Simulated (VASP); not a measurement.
OSZICAR of a VASP run on CdS (relaxed from the zinc blende structure, space group F-43m):

### OSZICAR
```
       N       E                     dE             d eps       ncg     rms          rms(c)
DAV:   1     0.112884528384E+03    0.11288E+03   -0.92364E+03   762   0.125E+03
DAV:   2    -0.254599716175E+01   -0.11543E+03   -0.11033E+03   889   0.300E+02
DAV:   3    -0.712881969790E+01   -0.45828E+01   -0.45720E+01   899   0.634E+01
DAV:   4    -0.716055875141E+01   -0.31739E-01   -0.31736E-01   824   0.532E+00
DAV:   5    -0.716099770561E+01   -0.43895E-03   -0.43895E-03   899   0.610E-01    0.108E+01
DAV:   6    -0.668031883198E+01    0.48068E+00   -0.98165E-01  1116   0.165E+01    0.808E+00
DAV:   7    -0.665637112112E+01    0.23948E-01   -0.23041E-01   784   0.409E+00    0.347E+00
DAV:   8    -0.665411384808E+01    0.22573E-02   -0.27712E-02   809   0.267E+00    0.356E-01
DAV:   9    -0.665374369411E+01    0.37015E-03   -0.39112E-03   879   0.117E+00    0.819E-02
DAV:  10    -0.665373940379E+01    0.42903E-05   -0.32075E-04   832   0.301E-01    0.509E-02
DAV:  11    -0.665375894345E+01   -0.19540E-04   -0.41989E-05   804   0.700E-02    0.259E-02
DAV:  12    -0.665376507034E+01   -0.61269E-05   -0.25475E-05   789   0.704E-02    0.110E-02
DAV:  13    -0.665376430322E+01    0.76712E-06   -0.56830E-06   839   0.366E-02
   1 F= -.11627982E+01 E0= -.11627982E+01  d E =-.116280E+01
       N       E                     dE             d eps       ncg     rms          rms(c)
DAV:   1    -0.136359845830E+02   -0.69822E+01   -0.13800E+02   844   0.166E+02    0.246E+01
DAV:   2    -0.586878073244E+01    0.77672E+01   -0.26100E+01   769   0.951E+01    0.629E+00
DAV:   3    -0.550483878090E+01    0.36394E+00   -0.15371E+00   809   0.117E+01    0.307E+00
DAV:   4    -0.544492040503E+01    0.59918E-01   -0.95989E-02   809   0.199E+00    0.247E+00
DAV:   5    -0.543565606226E+01    0.92643E-02   -0.10355E-02   936   0.162E+00    0.863E-01
DAV:   6    -0.543500415353E+01    0.65191E-03   -0.65804E-03   819   0.806E-01    0.161E-01
DAV:   7    -0.543489923441E+01    0.10492E-03   -0.37856E-04   859   0.256E-01    0.107E-01
DAV:   8    -0.543491151637E+01   -0.12282E-04   -0.36321E-05   869   0.691E-02    0.108E-02
DAV:   9    -0.543491183294E+01   -0.31656E-06   -0.10162E-06   527   0.129E-02
   2 F= -.96906156E+00 E0= -.96906156E+00  d E =0.193737E+00
       N       E                     dE             d eps       ncg     rms          rms(c)
DAV:   1    -0.894005923597E+01   -0.35051E+01   -0.53690E+01   769   0.118E+02    0.153E+01
DAV:   2    -0.668678729706E+01    0.22533E+01   -0.51908E+00   819   0.427E+01    0.738E+00
DAV:   3    -0.641223971919E+01    0.27455E+00   -0.51929E-01   864   0.108E+01    0.625E+00
DAV:   4    -0.635607482794E+01    0.56165E-01   -0.73449E-02   764   0.248E+00    0.150E+00
DAV:   5    -0.635347588710E+01    0.25989E-02   -0.31468E-03   864   0.746E-01    0.598E-01
DAV:   6    -0.635315742163E+01    0.31847E-03   -0.12766E-03   916   0.529E-01    0.214E-01
DAV:   7    -0.635321309006E+01   -0.55668E-04   -0.31388E-04   794   0.228E-01    0.399E-02
DAV:   8    -0.635320558373E+01    0.75063E-05   -0.55611E-05   919   0.133E-01    0.174E-02
DAV:   9    -0.635320651276E+01   -0.92902E-06   -0.67290E-06   794   0.366E-02
   3 F= -.12778582E+01 E0= -.12778582E+01  d E =-.115060E+00
       N       E                     dE             d eps       ncg     rms          rms(c)
DAV:   1    -0.634223260466E+01    0.10973E-01   -0.18834E-02   804   0.208E+00    0.228E-01
DAV:   2    -0.634135461218E+01    0.87799E-03   -0.21466E-03   839   0.879E-01    0.101E-01
DAV:   3    -0.634127030145E+01    0.84311E-04   -0.22556E-04   824   0.201E-01    0.790E-02
DAV:   4    -0.634126421141E+01    0.60900E-05   -0.20514E-05   769   0.550E-02    0.137E-02
DAV:   5    -0.634126429594E+01   -0.84524E-07   -0.38481E-06   679   0.390E-02
   4 F= -.12779947E+01 E0= -.12779947E+01  d E =-.115197E+00
```

### Question
Which electronic solver shows in the log?

### Answer
It is blocked Davidson (ALGO = Normal, or the opening steps of other solvers). The INCAR had ALGO = Normal.

### Question
Can the final energy be trusted as converged?

### Answer
The run converged. It stopped with EDIFF = 1E-6, NELM = 100, NSW = 40 and EDIFFG = -0.02 after 4 ionic steps (PBEsol GGA, plane waves, VASP's PBE PAW potentials (set 64)). Energy and stress use the plane-wave basis of the starting cell.

The structure was generated: CdS was put into the zinc blende type (F-43m), which need not be its known phase. This run relaxes it under an external pressure of 20 GPa. Symmetry was kept, so distortions that lower it aren't found.
